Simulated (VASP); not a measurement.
Given:

```xyz
4
Lattice="3.9873 0.0000 0.0000 -1.9937 3.4531 0.0000 0.0000 0.0000 6.5725" Properties=species:S:1:pos:R:3 pbc="T T T"
Ga     0.0000     2.3021     6.5718
Ga     1.9937     1.1510     3.2855
As     0.0000     2.3021     2.4588
As     1.9937     1.1510     5.7451
```

Computed with PBEsol GGA, VASP's PBE PAW potentials (set 64) (plane waves; VASP). Numerical set-up: 400 eV cut-off, Gaussian smearing of 0.050 eV, potentials Ga_d As.

### Question
Give the energies of bands 13 to 21 at the high-symmetry points, in eV from the valence-band maximum.

### Answer

```
band      Γ      M      K      A      L      H
----  -----  -----  -----  -----  -----  -----
13    -6.78  -6.92  -6.34  -4.30  -6.80  -6.79
14    -1.27  -5.89  -6.34  -4.30  -6.80  -6.79
15    -1.27  -4.18  -4.62  -0.72  -2.24  -3.92
16    -0.18  -2.76  -3.12  -0.72  -2.24  -3.92
17     0.00  -2.47  -3.12  -0.72  -2.13  -1.77
18     0.00  -1.24  -2.88  -0.72  -2.13  -1.77
19     0.45   1.22   2.10   1.38   1.21   1.99
20     0.64   2.25   4.72   1.38   1.21   1.99
21     3.43   3.71   4.72   4.25   2.83   4.63
```

The gap is direct, 0.45 eV, from the valence maximum at Γ to the conduction minimum at Γ.

The structure comes from a computed database's GaAs entry (P6_3mc); how it stands against other phases isn't given here. It was relaxed first.
